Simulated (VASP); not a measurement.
Set up this calculation in VASP 6.6.1, as the native input.

```yaml
Task: single point
Functional: r2SCAN
Potentials_or_basis: VASP PAW PBE potentials, release 64 (Be, Se, S)
Cutoff: 520 eV
k_mesh: 6 × 6 × 4
Occupations: gaussian, width 0.03 eV
Spin: no spin polarisation
Further_INCAR_settings: ALGO = Normal; EDIFF = 1e-06
```

The structure of Be3Se2S lies in POSCAR:

```
Be3Se2S
1.0
    5.3729100000     -3.1012500000      0.0000000000
    5.3729100000      3.1012500000      0.0000000000
    0.0000000000      0.0000000000      5.9023400000
Be Se S
6 4 2
Direct
    0.5144170000      0.1660840000      0.6131090000
    0.8339160000      0.4855830000      0.6131090000
    0.1538120000      0.8461880000      0.6311330000
    0.1660840000      0.5144170000      0.1131090000
    0.4855830000      0.8339160000      0.1131090000
    0.8461880000      0.1538120000      0.1311330000
    0.5032270000      0.1670340000      0.9928820000
    0.4967730000      0.8329660000      0.4928820000
    0.8329660000      0.4967730000      0.9928820000
    0.1670340000      0.5032270000      0.4928820000
    0.8378300000      0.1621700000      0.4941070000
    0.1621700000      0.8378300000      0.9941070000
```

The cell was built by a generator and needn't be a form met in nature.

The input as run:

INCAR

```
SYSTEM = Be3Se2S
PREC = Accurate ; ENCUT = 520
EDIFF = 1E-6 ; ISMEAR = 0
SIGMA = 0.03 ; LREAL = .FALSE.
LASPH = .TRUE. ; NELM = 150
ALGO = Normal ; ISIF = 2
LWAVE = .FALSE. ; LCHARG = .FALSE.
METAGGA = R2SCAN ; LMIXTAU = .TRUE.
KPAR = 4
```

KPOINTS

```
Automatic mesh
0
G
  6 6 4
  0 0 0
```

Potentials or basis: VASP PAW PBE potentials, release 64 (Be, Se, S).

Launch:

```sh
$ cat potpaw_PBE.64/Be/POTCAR potpaw_PBE.64/Se/POTCAR potpaw_PBE.64/S/POTCAR > POTCAR
$ mpirun -np 4 vasp_std > vasp.out
```

It gave:

```yaml
Pressure: -0.5 GPa
Largest_force: 0.038 eV/Å
Band_gap_on_the_k_mesh: 3.83 eV, direct
```

Caveat: the PAW data sets were made with another functional, which shifts forces and pressure a little.

Run time: 4.5 min on 4 MPI ranks on Intel(R) Xeon(R) Platinum 8259CL CPU @ 2.50GHz (Skylake/Cascade Lake), on a shared host, peak memory 0.5 GiB a rank.
